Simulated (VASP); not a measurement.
Output of a VASP run:

**OSZICAR**
```
...
DAV:   5    -0.600945352497E+01    0.36204E-05   -0.26415E-05  4894   0.113E-01    0.112E-02
DAV:   6    -0.600945379693E+01   -0.27197E-06   -0.15881E-06  2041   0.281E-02
   2 F= -.60094538E+01 E0= -.60094465E+01  d E =-.503112E-03
       N       E                     dE             d eps       ncg     rms          rms(c)
DAV:   1    -0.602198921803E+01   -0.12536E-01   -0.56950E-01  3423   0.724E+00    0.698E-01
DAV:   2    -0.601455182276E+01    0.74374E-02   -0.93547E-03  4421   0.186E+00    0.387E-01
DAV:   3    -0.601192974864E+01    0.26221E-02   -0.59144E-03  4512   0.234E+00    0.231E-01
DAV:   4    -0.601130656317E+01    0.62319E-03   -0.34136E-03  3815   0.203E+00    0.662E-02
DAV:   5    -0.601127032872E+01    0.36234E-04   -0.23537E-04  4836   0.368E-01    0.333E-02
DAV:   6    -0.601127202927E+01   -0.17005E-05   -0.17169E-05  4835   0.756E-02    0.102E-02
DAV:   7    -0.601127082804E+01    0.12012E-05   -0.24340E-06  1944   0.493E-02    0.305E-03
DAV:   8    -0.601127081330E+01    0.14736E-07   -0.17168E-06  2472   0.144E-02
   3 F= -.60112708E+01 E0= -.60114117E+01  d E =-.232013E-02
       N       E                     dE             d eps       ncg     rms          rms(c)
DAV:   1    -0.605711071842E+01   -0.45840E-01   -0.22471E+00  3416   0.144E+01    0.139E+00
DAV:   2    -0.602689604798E+01    0.30215E-01   -0.34370E-02  4369   0.338E+00    0.774E-01
DAV:   3    -0.601481874573E+01    0.12077E-01   -0.16959E-02  4532   0.351E+00    0.337E-01
DAV:   4    -0.601366569681E+01    0.11530E-02   -0.97340E-03  3885   0.339E+00    0.149E-01
DAV:   5    -0.601342963732E+01    0.23606E-03   -0.12550E-03  3769   0.109E+00    0.628E-02
DAV:   6    -0.601343676982E+01   -0.71325E-05   -0.71536E-05  4709   0.106E-01    0.150E-02
DAV:   7    -0.601343469312E+01    0.20767E-05   -0.50462E-06  3724   0.605E-02    0.503E-03
DAV:   8    -0.601343448299E+01    0.21014E-06   -0.19437E-06  2049   0.226E-02
   4 F= -.60134345E+01 E0= -.60137099E+01  d E =-.448380E-02
       N       E                     dE             d eps       ncg     rms          rms(c)
DAV:   1    -0.602326230372E+01   -0.98276E-02   -0.21007E-01  3479   0.797E+00    0.744E-01
DAV:   2    -0.601846307758E+01    0.47992E-02   -0.78208E-02  3263   0.853E+00    0.470E-01
DAV:   3    -0.601439897644E+01    0.40641E-02   -0.31705E-02  3445   0.646E+00    0.270E-01
DAV:   4    -0.601383371566E+01    0.56526E-03   -0.15125E-03  4699   0.108E+00    0.141E-01
DAV:   5    -0.601368975896E+01    0.14396E-03   -0.37832E-04  4889   0.503E-01    0.209E-02
DAV:   6    -0.601368573654E+01    0.40224E-05   -0.50784E-05  4765   0.156E-01    0.127E-02
DAV:   7    -0.601368561299E+01    0.12355E-06   -0.10422E-06  2135   0.221E-02
   5 F= -.60136856E+01 E0= -.60138665E+01  d E =-.251130E-03
       N       E                     dE             d eps       ncg     rms          rms(c)
DAV:   1    -0.601387463962E+01   -0.18890E-03   -0.40106E-03  3486   0.112E+00    0.102E-01
DAV:   2    -0.601377797209E+01    0.96668E-04   -0.14379E-03  3270   0.117E+00    0.640E-02
DAV:   3    -0.601370616646E+01    0.71806E-04   -0.61058E-04  3433   0.855E-01    0.386E-02
DAV:   4    -0.601369380840E+01    0.12358E-04   -0.29673E-05  4672   0.160E-01    0.198E-02
DAV:   5    -0.601369034021E+01    0.34682E-05   -0.73210E-06  3995   0.727E-02    0.269E-03
DAV:   6    -0.601369032225E+01    0.17961E-07   -0.75907E-07  1673   0.229E-02
   6 F= -.60136903E+01 E0= -.60138884E+01  d E =-.255839E-03
```

File OUTCAR:
```
------------------------ aborting loop because EDIFF is reached ----------------------------------------
  FORCE on cell =-STRESS in cart. coord.  units (eV):
  Direction    XX          YY          ZZ          XY          YZ          ZX
  --------------------------------------------------------------------------------------
  Total        0.0111144      0.0111144      0.0174932      0.0000000      0.0000000     -0.0000000
  in kB        0.5750994      0.5750994      0.9051646      0.0000000      0.0000000     -0.0000000
  external PRESSURE =       0.6851211 kB  Pullay stress =       0.0000000 kB
  volume of cell :       30.96
      direct lattice vectors                 reciprocal lattice vectors
     2.868117797  0.000000000  0.000000000     0.348660714 -0.000000000  0.000000000
     0.000000000  2.868117797  0.000000000     0.000000000  0.348660714 -0.000000000
    -0.000000000  0.000000000  3.764074045    -0.000000000 -0.000000000  0.265669588
 POSITION                                       TOTAL-FORCE (eV/Angst)
 -----------------------------------------------------------------------------------
      0.00000      0.00000      0.00000        -0.000000      0.000000      0.000000
      1.43406      1.43406      1.88204         0.000000     -0.000000      0.000000
 -----------------------------------------------------------------------------------
    total drift:                                0.000000      0.000000     -0.000000
  FREE ENERGIE OF THE ION-ELECTRON SYSTEM (eV)
  ---------------------------------------------------
  free  energy   TOTEN  =        -6.0136903223 eV

  energy  without entropy=       -6.0142844785  energy(sigma->0) =       -6.01388837

 reached required accuracy - stopping structural energy minimisation
```
(Selected blocks of OUTCAR.)

**POSCAR**
```
CuAu
1
    2.9098092375    -0.0000000000     0.0000000000
    0.0000000000     2.9098092375     0.0000000000
    0.0000000000    -0.0000000000     3.6557934631
Cu Au
1 1
Direct
  0.0000000000   0.0000000000   1.0000000000
  0.5000000000   0.5000000000   0.5000000000
```

### Question
Write an INCAR and KPOINTS that could have produced this output.

### Answer
This is not unique; one that fits is the input of the run itself, RPBE GGA, plane waves, VASP's PBE PAW potentials (set 64).

### INCAR
```
# general
SYSTEM =CuAu
PREC   =Accurate
ENCUT  =520
LREAL  =.False.   # projection in real space or not
LASPH  =.True.   # aspherical one-centre terms

# electronic loop
EDIFF  =1E-6
NELM   =100   # most electronic steps
ALGO   =Normal   # blocked Davidson
LMAXMIX=6

# smearing
ISMEAR =1   # Methfessel-Paxton
SIGMA  =0.1

# functional
GGA    =RP   # RPBE

# ions
IBRION =2
NSW    =60
ISIF   =3   # ions, shape and volume
EDIFFG =-0.01   # ionic stop

# output
LWAVE  =.False.
LCHARG =.False.
```

**KPOINTS**
```
Automatic mesh
0
Gamma
  11 11 9
0 0 0
```

POTCAR, in this order: Cu Au (PBE.64 set). Program: vasp_std.

The compound is CuAu in the L1_0 structure. This run relaxes it. Symmetry was kept, so distortions that lower it aren't found. The start is the result of an earlier pass.
